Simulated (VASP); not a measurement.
Output of a VASP run:

File OUTCAR:
```
 ion  position               nearest neighbor table
   1  0.667  0.333  0.500-   4 1.89   4 1.89   4 1.89   3 1.90   2 3.09   2 3.09   2 3.09   2 3.09
                             2 3.09   2 3.09
   2  0.333  0.667  1.000-   3 1.89   3 1.89   3 1.89   4 1.90   1 3.09   1 3.09   1 3.09   1 3.09
                             1 3.09   1 3.09
   3  0.667  0.333  0.875-   2 1.89   2 1.89   2 1.89   1 1.90
   4  0.333  0.667  0.375-   1 1.89   1 1.89   1 1.89   2 1.90
  LATTYP: Found a hexagonal cell.
 ALAT       =     3.0813711629
 C/A-ratio  =     1.6414866566
 Subroutine PRICEL returns:
 Original cell was already a primitive cell.
 Subroutine GETGRP returns: Found 12 space group operations
The static configuration has the point symmetry C_3v.
 The point group associated with its full space group is C_6v.
The dynamic configuration has the point symmetry C_3v.
 Subroutine INISYM returns: Found 12 space group operations
 Subroutine IBZKPT returns following result:
 Found     36 irreducible k-points:

 Following reciprocal coordinates:
            Coordinates               Weight
  0.000000  0.000000  0.000000      1.000000
  0.111111 -0.000000  0.000000      6.000000
  0.222222  0.000000  0.000000      6.000000
  0.333333 -0.000000  0.000000      6.000000
  0.444444  0.000000  0.000000      6.000000
  0.111111  0.111111  0.000000      6.000000
  0.222222  0.111111  0.000000     12.000000
  0.333333  0.111111  0.000000     12.000000
  0.444444  0.111111  0.000000      6.000000
  0.222222  0.222222  0.000000      6.000000
  0.333333  0.222222  0.000000     12.000000
  0.333333  0.333333  0.000000      2.000000
  0.000000  0.000000  0.200000      2.000000
  0.111111 -0.000000  0.200000     12.000000
  0.222222  0.000000  0.200000     12.000000
  0.333333 -0.000000  0.200000     12.000000
  0.444444  0.000000  0.200000     12.000000
  0.111111  0.111111  0.200000     12.000000
  0.222222  0.111111  0.200000     24.000000
  0.333333  0.111111  0.200000     24.000000
  0.444444  0.111111  0.200000     12.000000
  0.222222  0.222222  0.200000     12.000000
  0.333333  0.222222  0.200000     24.000000
  0.333333  0.333333  0.200000      4.000000
  0.000000  0.000000  0.400000      2.000000
  0.111111 -0.000000  0.400000     12.000000
  0.222222  0.000000  0.400000     12.000000
  0.333333 -0.000000  0.400000     12.000000
  0.444444  0.000000  0.400000     12.000000
  0.111111  0.111111  0.400000     12.000000
  0.222222  0.111111  0.400000     24.000000
  0.333333  0.111111  0.400000     24.000000
  0.444444  0.111111  0.400000     12.000000
  0.222222  0.222222  0.400000     12.000000
  0.333333  0.222222  0.400000     24.000000
  0.333333  0.333333  0.400000      4.000000
   k-points           NKPTS =     36   k-points in BZ     NKDIM =     36   number of bands    NBANDS=     12
   number of dos      NEDOS =    601   number of ions     NIONS =      4
   total plane-waves  NPLWV =  23040
   dimension x,y,z NGX =    24 NGY =   24 NGZ =   40
   dimension x,y,z NGXF=    48 NGYF=   48 NGZF=   80
   ions per type =               2   2
   PREC   = accura    normal or accurate (medium, high low for compatibility)
   ISTART =      0    job   : 0-new  1-cont  2-samecut
   ICHARG =      2    charge: 1-file 2-atom 10-const
   ISPIN  =      1    spin polarized calculation?
   LNONCOLLINEAR =      F non collinear calculations
   LSORBIT =      F    spin-orbit coupling
   INIWAV =      1    electr: 0-lowe 1-rand  2-diag
   ENCUT  =  520.0 eV  38.22 Ry    6.18 a.u.   5.73  5.73  9.40*2*pi/ulx,y,z
   NELM   =    100;   NELMIN=  2; NELMDL= -5     # of ELM steps
   EDIFF  = 0.1E-06   stopping-criterion for ELM
   LREAL  =      F    real-space projection
   NLSPLINE    = F    spline interpolate recip. space projectors
   LMAXMIX     =    2 max onsite mixed and CHGCAR
   VOSKOWN=      0    Vosko Wilk Nusair interpolation
   EDIFFG = 0.1E-05   stopping-criterion for IOM
   NSW    =      0    number of steps for IOM
...
```

OSZICAR:
```
       N       E                     dE             d eps       ncg     rms          rms(c)
DAV:   1     0.270410733313E+02    0.27041E+02   -0.76856E+03   864   0.128E+03
DAV:   2    -0.413848317121E+02   -0.68426E+02   -0.62598E+02  1268   0.218E+02
DAV:   3    -0.445210571444E+02   -0.31362E+01   -0.31125E+01  1128   0.454E+01
DAV:   4    -0.445612495568E+02   -0.40192E-01   -0.40143E-01  1072   0.627E+00
DAV:   5    -0.445620425794E+02   -0.79302E-03   -0.79277E-03  1112   0.785E-01    0.133E+01
DAV:   6    -0.411014748550E+02    0.34606E+01   -0.80684E+00   864   0.360E+01    0.730E+00
DAV:   7    -0.413629865658E+02   -0.26151E+00   -0.90029E+00   956   0.208E+01    0.324E+00
DAV:   8    -0.419705922126E+02   -0.60761E+00   -0.12575E+00   956   0.868E+00    0.186E+00
DAV:   9    -0.419541346551E+02    0.16458E-01   -0.17958E-01  1048   0.355E+00    0.542E-01
DAV:  10    -0.419578822128E+02   -0.37476E-02   -0.59096E-02   900   0.288E+00    0.155E-01
DAV:  11    -0.420041434450E+02   -0.46261E-01   -0.26082E-02   928   0.181E+00    0.887E-02
DAV:  12    -0.420033252331E+02    0.81821E-03   -0.95090E-04  1112   0.321E-01    0.709E-02
DAV:  13    -0.420055878386E+02   -0.22626E-02   -0.14593E-03   944   0.351E-01    0.193E-02
DAV:  14    -0.420056282207E+02   -0.40382E-04   -0.12810E-04   960   0.110E-01    0.841E-03
DAV:  15    -0.420056251087E+02    0.31121E-05   -0.57822E-06  1092   0.315E-02    0.657E-03
DAV:  16    -0.420056448617E+02   -0.19753E-04   -0.52259E-06   992   0.261E-02    0.214E-03
DAV:  17    -0.420056440047E+02    0.85699E-06   -0.24779E-07   940   0.625E-03    0.143E-03
DAV:  18    -0.420056445825E+02   -0.57780E-06   -0.10237E-07   688   0.352E-03    0.468E-04
DAV:  19    -0.420056445760E+02    0.65752E-08   -0.75154E-08   544   0.319E-03
   1 F= -.42005645E+02 E0= -.42005645E+02  d E =0.000000E+00
       N       E                     dE             ncg
       N       E                     dE             ncg
```

### OUTCAR
```
------------------------ aborting loop because EDIFF is reached ----------------------------------------
  FORCE on cell =-STRESS in cart. coord.  units (eV):
  Direction    XX          YY          ZZ          XY          YZ          ZX
  --------------------------------------------------------------------------------------
  Total       -0.0000430     -0.0000430      0.0046596      0.0000000     -0.0000000      0.0000000
  in kB       -0.0016549     -0.0016549      0.1794996      0.0000000     -0.0000000      0.0000000
  external PRESSURE =       0.0587299 kB  Pullay stress =       0.0000000 kB
  volume of cell :       41.59
      direct lattice vectors                 reciprocal lattice vectors
     1.540685687 -2.668545645  0.000000000     0.324530827 -0.187367977  0.000000000
     1.540685687  2.668545645  0.000000000     0.324530827  0.187367977  0.000000000
     0.000000000  0.000000000  5.058029648     0.000000000  0.000000000  0.197705445
  FREE ENERGIE OF THE ION-ELECTRON SYSTEM (eV)
  ---------------------------------------------------
  free  energy   TOTEN  =       -42.0056445760 eV

  energy  without entropy=      -42.0056445760  energy(sigma->0) =      -42.00564458

 total charge

# of ion       s       p       d       tot
------------------------------------------
    1        0.712   0.963   0.000   1.675
    2        0.712   0.963   0.000   1.675
    3        0.856   1.715   0.000   2.572
    4        0.856   1.715   0.000   2.572
--------------------------------------------------
tot          3.136   5.357   0.000   8.493

 Electric field gradients after diagonalization (V/A^2)
 (convention: |V_zz| > |V_xx| > |V_yy|)
----------------------------------------------------------------------
 ion       V_xx      V_yy      V_zz     asymmetry (V_yy - V_xx)/ V_zz
----------------------------------------------------------------------
   1      -1.556    -1.555     3.111       0.000
   2      -1.556    -1.556     3.111       0.000
   3      -1.108    -1.107     2.215       0.000
   4      -1.108    -1.108     2.215       0.000
```
(Selected blocks of OUTCAR.)

File POSCAR:
```
SiC
1
    1.5406856871    -2.6685456446     0.0000000000
    1.5406856871     2.6685456446    -0.0000000000
   -0.0000000000    -0.0000000000     5.0580296479
Si C
2 2
Direct
  0.6666670000   0.3333330000   0.4996284708
  0.3333330000   0.6666670000   0.9996284708
  0.6666670000   0.3333330000   0.8753715292
  0.3333330000   0.6666670000   0.3753715292
```

Task: Reconstruct the remaining input files.

Result: One answer among several that fit: the input of the run itself, TPSS meta-GGA, plane waves, VASP's PBE PAW potentials (set 64).

**KPOINTS_OPT**
```
k-points along high-symmetry lines
6
Line-mode
Reciprocal
  0.000000   0.000000   0.000000 ! GAMMA
  0.000000   0.500000   0.000000 ! M

  0.000000   0.500000   0.000000 ! M
 -0.333333   0.666667   0.000000 ! K

 -0.333333   0.666667   0.000000 ! K
  0.000000   0.000000   0.000000 ! GAMMA

  0.000000   0.000000   0.000000 ! GAMMA
  0.000000   0.000000   0.500000 ! A

  0.000000   0.000000   0.500000 ! A
  0.000000   0.500000   0.500000 ! L

  0.000000   0.500000   0.500000 ! L
 -0.333333   0.666667   0.500000 ! H

 -0.333333   0.666667   0.500000 ! H
  0.000000   0.000000   0.500000 ! A

  0.000000   0.500000   0.500000 ! L
  0.000000   0.500000   0.000000 ! M

 -0.333333   0.666667   0.500000 ! H
 -0.333333   0.666667   0.000000 ! K
```

KPOINTS:
```
Automatic mesh
0
gamma
9 9 5
```

**INCAR**
```
! general
SYSTEM   =  SiC
PREC     =  Accurate
ENCUT    =  520
LREAL    =  .FALSE.
LASPH    =  .TRUE.

! electronic loop
EDIFF    =  1E-7
NELM     =  100
ALGO     =  Normal
LMIXTAU  =  .TRUE.

! smearing
ISMEAR   =  -5

! functional
METAGGA  =  TPSS

! ions
ISIF     =  2

! output
LWAVE    =  .FALSE.
LCHARG   =  .FALSE.
LORBIT   =  11
NEDOS    =  601

! other
LEFG     =  .TRUE.
```

POTCAR, in this order: Si C (PBE.64 set). Program: vasp_std.

The compound is SiC in the wurtzite structure, the rare 2H polytype. It was relaxed first.
